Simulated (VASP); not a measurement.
These are PBE0 hybrid, VASP's PBE PAW potentials (set 64) (plane waves; VASP 6.6.1) values and carry that method's errors.

The input files of a VASP run:

**KPOINTS**
```
Automatic mesh
0
Gamma
4 4 4
0 0 0
```

File POSCAR:
```
SnTe
1
    0.0000000000     3.1858150000     3.1858150000
    3.1858150000     0.0000000000     3.1858150000
    3.1858150000     3.1858150000     0.0000000000
Sn Te
1 1
Direct
  0.0109510000   0.0045450000  -0.0033620000
  0.4890490000   0.4954550000   0.5033620000
```

INCAR:
```
# general
SYSTEM   = SnTe
PREC     = Accurate
ENCUT    = 300   # plane-wave cut-off (eV)
LREAL    = .FALSE.
LASPH    = .TRUE.
ISYM     = 3

# electronic loop
EDIFF    = 1E-6
NELM     = 100   # most electronic steps
ALGO     = Normal   # blocked Davidson
LMAXMIX  = 4   # l cut-off of mixed one-centre charges

# smearing
ISMEAR   = 1   # Methfessel-Paxton
SIGMA    = 0.1   # width (eV)

# functional
GGA      = PE   # PBE
LHFCALC  = .TRUE.
AEXX     = 0.25
HFRCUT   = -1
PRECFOCK = Fast

# ions
ISIF     = 2   # forces and stress, cell fixed

# output
LWAVE    = .FALSE.
LCHARG   = .FALSE.
```

POTCAR, in this order: Sn_d Te (PBE.64 set). Program: vasp_std.

The resulting files:

### OSZICAR
```
       N       E                     dE             d eps       ncg     rms          rms(c)
DAV:   1    -0.213126492963E+04   -0.21313E+04   -0.77263E+03  1020   0.122E+03
DAV:   2    -0.223283425456E+04   -0.10157E+03   -0.99485E+02  1140   0.295E+02
DAV:   3    -0.224084205546E+04   -0.80078E+01   -0.79088E+01  1290   0.856E+01
DAV:   4    -0.224107439903E+04   -0.23234E+00   -0.23229E+00  1370   0.143E+01
DAV:   5    -0.997591652923E+01    0.22311E+04   -0.94658E+00  1230   0.417E+01    0.208E+01
DAV:   6    -0.997367074781E+01    0.22458E-02   -0.78918E-01  1368   0.708E+00    0.711E+00
DAV:   7    -0.998791243630E+01   -0.14242E-01   -0.15173E-01  1296   0.177E+00    0.492E+00
DAV:   8    -0.999140124960E+01   -0.34888E-02   -0.15804E-02  1224   0.593E-01    0.304E+00
DAV:   9    -0.998984282311E+01    0.15584E-02   -0.13833E-03  1158   0.225E-01    0.182E+00
DAV:  10    -0.998925285277E+01    0.58997E-03   -0.10771E-03  1140   0.146E-01    0.106E+00
DAV:  11    -0.998917499781E+01    0.77855E-04   -0.38405E-04  1418   0.823E-02    0.622E-01
DAV:  12    -0.998915555367E+01    0.19444E-04   -0.51953E-05  1348   0.421E-02    0.381E-01
DAV:  13    -0.998914675416E+01    0.87995E-05   -0.12458E-05  1358   0.253E-02    0.239E-01
DAV:  14    -0.998914535989E+01    0.13943E-05   -0.57861E-06  1224   0.149E-02    0.151E-01
DAV:  15    -0.998914598489E+01   -0.62500E-06   -0.19612E-06   810   0.843E-03
   1 F= -.99891460E+01 E0= -.99892493E+01  d E =0.309980E-03
```

OUTCAR:
```
------------------------ aborting loop because EDIFF is reached ----------------------------------------
  FORCE on cell =-STRESS in cart. coord.  units (eV):
  Direction    XX          YY          ZZ          XY          YZ          ZX
  --------------------------------------------------------------------------------------
  Total       -0.3201715     -0.3056148     -0.2579156      0.0079836      0.0278879     -0.0075753
  in kB       -7.9323439     -7.5716978     -6.3899367      0.1977953      0.6909306     -0.1876791
  external PRESSURE =      -7.2979928 kB  Pullay stress =       0.0000000 kB
  volume of cell :       64.67
      direct lattice vectors                 reciprocal lattice vectors
     0.000000000  3.185815000  3.185815000    -0.156945711  0.156945711  0.156945711
     3.185815000  0.000000000  3.185815000     0.156945711 -0.156945711  0.156945711
     3.185815000  3.185815000  0.000000000     0.156945711  0.156945711 -0.156945711
 POSITION                                       TOTAL-FORCE (eV/Angst)
 -----------------------------------------------------------------------------------
      3.18958      3.20999      0.04937         0.013136      0.074437      0.190600
      3.18205      3.16164      3.13645        -0.013136     -0.074437     -0.190600
 -----------------------------------------------------------------------------------
    total drift:                               -0.000023     -0.000131      0.000363
  FREE ENERGIE OF THE ION-ELECTRON SYSTEM (eV)
  ---------------------------------------------------
  free  energy   TOTEN  =        -9.9891459849 eV

  energy  without entropy=       -9.9894559652  energy(sigma->0) =       -9.98924931

  exchange ACFDT corr.  =         0.00000000  see jH, gK, PRB 81, 115126
```
(Selected blocks of OUTCAR.)

OUTCAR:
```
 val. band max:        6.1840279545   @ k =   0.0000   0.0000   0.5000

 cond. band min:       6.9407945190   @ k =   0.0000   0.0000   0.5000


 Fermi energy:         6.2489639527

 k-point     1 :       0.0000    0.0000    0.0000
  band No.  band energies     occupation
      1     -18.2443      2.00000
      2     -18.2432      2.00000
      3     -18.2330      2.00000
      4     -18.2314      2.00000
      5     -18.2309      2.00000
      6      -8.0585      2.00000
      7       0.8042      2.00000
      8       3.5975      2.00000
      9       3.6326      2.00000
     10       3.6367      2.00000
     11      10.5498      0.00000
     12      10.5606      0.00000
     13      10.6713      0.00000
     14      12.0942      0.00000

 k-point     2 :       0.2500    0.0000    0.0000
  band No.  band energies     occupation
      1     -18.2474      2.00000
      2     -18.2461      2.00000
      3     -18.2317      2.00000
      4     -18.2307      2.00000
      5     -18.2289      2.00000
      6      -7.4377      2.00000
      7      -1.3178      2.00000
      8       3.7374      2.00000
      9       3.7786      2.00000
     10       5.0715      2.00000
     11       8.5825      0.00000
     12       8.6292      0.00000
     13       8.6739      0.00000
     14      12.3943      0.00000

 k-point     3 :       0.0000    0.2500    0.0000
  band No.  band energies     occupation
      1     -18.2469      2.00000
      2     -18.2462      2.00000
      3     -18.2326      2.00000
      4     -18.2297      2.00000
      5     -18.2293      2.00000
      6      -7.4349      2.00000
      7      -1.3279      2.00000
      8       3.7466      2.00000
      9       3.7712      2.00000
     10       5.0684      2.00000
     11       8.5842      0.00000
     12       8.6386      0.00000
     13       8.6907      0.00000
     14      12.3837      0.00000

 k-point     4 :       0.0000    0.0000    0.2500
  band No.  band energies     occupation
...
```

At this cut-off the stress carries a Pulay error, which pulls relaxed volumes low.  Unless said otherwise, spin-orbit coupling is left out, though it shifts the bands of the heavy elements here.

The structure comes from a computed database's SnTe entry; how it stands against other phases isn't given here. The cell was not relaxed at this level, atoms are displaced from their ideal sites. The k-mesh is coarse (spacing up to 0.43 per Å, 2π included), so the numbers may not be converged in it. The run is one of a series of settings (AEXX = 0.25, GGA = PE, HFRCUT = -1, ISYM = 3, LHFCALC = .TRUE., PRECFOCK = Fast, KPOINTS 4×4×4 Γ-centred mesh against the base run), some of them coarse on purpose.
